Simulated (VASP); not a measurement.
# MgPb2N2: single point with PBE

The system is MgPb2N2.

```
CELL_PARAMETERS angstrom
3.39174 0.00000 0.00000
-1.69587 2.93734 0.00000
0.00000 0.00000 9.23496
ATOMIC_POSITIONS crystal
Pb 0.33333 0.66667 0.71345
Pb 0.66667 0.33333 0.28655
Mg 0.00000 0.00000 0.00000
N 0.33333 0.66667 0.13818
N 0.66667 0.33333 0.86182
```

The cell comes from a database or a generator and needn't be the stable form of this composition.

* Program: VASP 6.6.1
* Task: single point
* Functional: PBE
* Potentials or basis: VASP PAW PBE potentials, release 64 (Pb_d, Mg, N)
* Cutoff: 520 eV
* k mesh: 9 × 9 × 3
* Occupations: fermi-dirac, width 0.05 eV
* Spin: no spin polarisation
* Further INCAR settings: ALGO = Normal; EDIFF = 1e-07; NBANDS = 28

```
Pressure               : -0.2 GPa
Largest force          : 0.029 eV/Å
Band gap on the k mesh : 0.62 eV, direct
```

Forces in eV/Å, atoms in the order of the input:
```
Pb   0.000  0.000  0.029
Pb   0.000  0.000 -0.029
Mg   0.000  0.000  0.000
N    0.000  0.000  0.020
N    0.000  0.000 -0.020
```

Stress tensor (GPa, compression positive):
```
-0.30  0.00  0.00
 0.00 -0.30  0.00
 0.00  0.00 -0.09
```

Levels at points of the mesh, in eV from the valence-band top:
| k point | band 18 | band 19 | band 20 | band 21 | band 22 | band 23 |
| --- | --- | --- | --- | --- | --- | --- |
| (0.00, 0.00, 0.00) | -0.64 | -0.64 | 0.00 | 0.62 | 2.77 | 7.10 |

It took 100 s on 1 thread of Intel(R) Xeon(R) Platinum 8375C CPU @ 2.90GHz (Ice Lake), with other jobs on the host, peak memory 0.26 GiB.

Caveat: spin-orbit coupling is left out, which as a rule narrows the gap of such compounds by several tenths of an eV; an odd mesh through Γ misses points on the zone boundary, where band edges often lie.
